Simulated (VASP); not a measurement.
Method: PBEsol GGA, VASP's PBE PAW potentials (set 64) (plane waves; VASP).

Input for VASP

**INCAR**
```
PREC  =  Accurate
EDIFF  =  1E-7
LREAL  =  .FALSE.   # projection in real space or not
NELM  =  100   # most electronic steps
ISIF  =  2   # forces and stress, cell fixed
ALGO  =  Normal
LMAXMIX  =  4   # l cut-off of mixed one-centre charges
GGA  =  PS   # PBEsol
LCHARG  =  .TRUE.
SYSTEM  =  Mo
ISMEAR  =  -5
LWAVE  =  .FALSE.
LORBIT  =  11
ENCUT  =  400   # plane-wave cut-off (eV)
NEDOS  =  601   # DOS grid
LASPH  =  .TRUE.   # aspherical one-centre terms
```

KPOINTS:
```
Automatic mesh
0
Gamma
18 18 18
0 0 0
```

**POSCAR**
```
Mo
1
   -1.5650523707     1.5650523707     1.5650523707
    1.5650523707    -1.5650523707     1.5650523707
    1.5650523707     1.5650523707    -1.5650523707
Mo
1
Direct
  0.0000000000   0.0000000000   0.0000000000
```

POTCAR, in this order: Mo_sv (PBE.64 set). Program: vasp_std.

The resulting files:

**OUTCAR**
```
 ion  position               nearest neighbor table
   1  0.000  0.000  0.000-
  LATTYP: Found a body centered cubic cell.
 ALAT       =     3.1301047414
 Subroutine PRICEL returns:
 Original cell was already a primitive cell.
 Subroutine GETGRP returns: Found 48 space group operations
The static configuration has the point symmetry O_h .
The dynamic configuration has the point symmetry O_h .
 Subroutine INISYM returns: Found 48 space group operations
 Subroutine IBZKPT returns following result:
 Found    195 irreducible k-points:

 Following reciprocal coordinates:
            Coordinates               Weight
  0.000000  0.000000  0.000000      1.000000
  0.055556  0.000000  0.000000     12.000000
  0.111111  0.000000  0.000000     12.000000
  0.166667  0.000000  0.000000     12.000000
  0.222222  0.000000  0.000000     12.000000
  0.277778  0.000000  0.000000     12.000000
  0.333333  0.000000  0.000000     12.000000
  0.388889  0.000000  0.000000     12.000000
  0.444444  0.000000  0.000000     12.000000
  0.500000  0.000000  0.000000      6.000000
...
```

OSZICAR:
```
       N       E                     dE             d eps       ncg     rms          rms(c)
DAV:   1     0.709771615495E+02    0.70977E+02   -0.72280E+03  4392   0.108E+03
DAV:   2    -0.115413578474E+02   -0.82519E+02   -0.80082E+02  4659   0.301E+02
DAV:   3    -0.125279607552E+02   -0.98660E+00   -0.98081E+00  4967   0.328E+01
DAV:   4    -0.125303032772E+02   -0.23425E-02   -0.23599E-02  4733   0.188E+00
DAV:   5    -0.125303140289E+02   -0.10752E-04   -0.10781E-04  4956   0.123E-01    0.166E+01
DAV:   6    -0.118779279827E+02    0.65239E+00   -0.11257E+00  4632   0.127E+01    0.450E+00
DAV:   7    -0.117827756696E+02    0.95152E-01   -0.23322E-01  4994   0.536E+00    0.967E-01
DAV:   8    -0.117768674902E+02    0.59082E-02   -0.43489E-03  4461   0.922E-01    0.192E-01
DAV:   9    -0.117768805063E+02   -0.13016E-04   -0.10965E-04  5067   0.136E-01    0.808E-02
DAV:  10    -0.117768885837E+02   -0.80774E-05   -0.77111E-06  4593   0.350E-02    0.713E-03
DAV:  11    -0.117768909239E+02   -0.23402E-05   -0.42773E-07  5138   0.722E-03    0.755E-04
DAV:  12    -0.117768904342E+02    0.48964E-06   -0.89178E-09  2442   0.115E-03    0.596E-05
DAV:  13    -0.117768904737E+02   -0.39454E-07   -0.36938E-10  2334   0.272E-04
   1 F= -.11776890E+02 E0= -.11776890E+02  d E =0.000000E+00
```

**OUTCAR**
```
------------------------ aborting loop because EDIFF is reached ----------------------------------------
  FORCE on cell =-STRESS in cart. coord.  units (eV):
  Direction    XX          YY          ZZ          XY          YZ          ZX
  --------------------------------------------------------------------------------------
  Total       -0.0167785     -0.0167785     -0.0167785      0.0000000      0.0000000     -0.0000000
  in kB       -1.7531460     -1.7531460     -1.7531460      0.0000000      0.0000000     -0.0000000
  external PRESSURE =      -1.7531460 kB  Pullay stress =       0.0000000 kB
  volume of cell :       15.33
      direct lattice vectors                 reciprocal lattice vectors
    -1.565052371  1.565052371  1.565052371     0.000000000  0.319478127  0.319478127
     1.565052371 -1.565052371  1.565052371     0.319478127  0.000000000  0.319478127
     1.565052371  1.565052371 -1.565052371     0.319478127  0.319478127  0.000000000
 POSITION                                       TOTAL-FORCE (eV/Angst)
 -----------------------------------------------------------------------------------
      0.00000      0.00000      0.00000         0.000000      0.000000     -0.000000
 -----------------------------------------------------------------------------------
    total drift:                                0.000000     -0.000000      0.000000
  FREE ENERGIE OF THE ION-ELECTRON SYSTEM (eV)
  ---------------------------------------------------
  free  energy   TOTEN  =       -11.7768904737 eV

  energy  without entropy=      -11.7768904737  energy(sigma->0) =      -11.77689047

 total charge

# of ion       s       p       d       tot
------------------------------------------
    1        2.392   6.217   3.938  12.546
```
(Selected blocks of OUTCAR.)

For a metal the tetrahedron method with Blöchl corrections gives inexact stress and forces.

The compound is Mo in the bcc structure. It was relaxed first.
